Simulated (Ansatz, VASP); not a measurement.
# RbRu2 in VASP and in Ansatz

```
Rb Ru
1.0
     4.03363    0.00000    0.00000
    -2.01681    3.49322    0.00000
     0.00000    0.00000    5.98347
Rb Ru
1 2
Direct
  0.00000 0.00000 0.00000
  0.33333 0.66667 0.50000
  0.66667 0.33333 0.50000
```

Alike in both runs: functional PBE; k mesh 6 × 6 × 4; occupations gaussian, width 0.1 eV; no spin polarisation.

Ansatz relaxed the structure, and its values are those at the end. VASP's run is a single point on that final structure, the one shown.

|  | VASP | Ansatz |
| --- | --- | --- |
| version | VASP 6.6.1 | Ansatz 0.2.0 |
| potentials or method | VASP PAW PBE potentials, release 64 (Rb_sv, Ru_pv) | scalar-relativistic, plane waves, PAW |
| plane-wave cutoff (eV) | 520 | 420 |
| valence electrons in the cell | 37 | 41 |

Ansatz gave:

| Item | Value |
| --- | --- |
| gap on the k mesh at the Fermi level (eV) | none |
| pressure (GPa) | 0.1 |

Problem. Which values does VASP return?

Solution. gap on the k mesh at the Fermi level (eV): none; pressure (GPa): 0.2.

A gap of «none» marks a metal or a gap that the smearing closes. The two sets of potentials don't hold the same shells in valence.
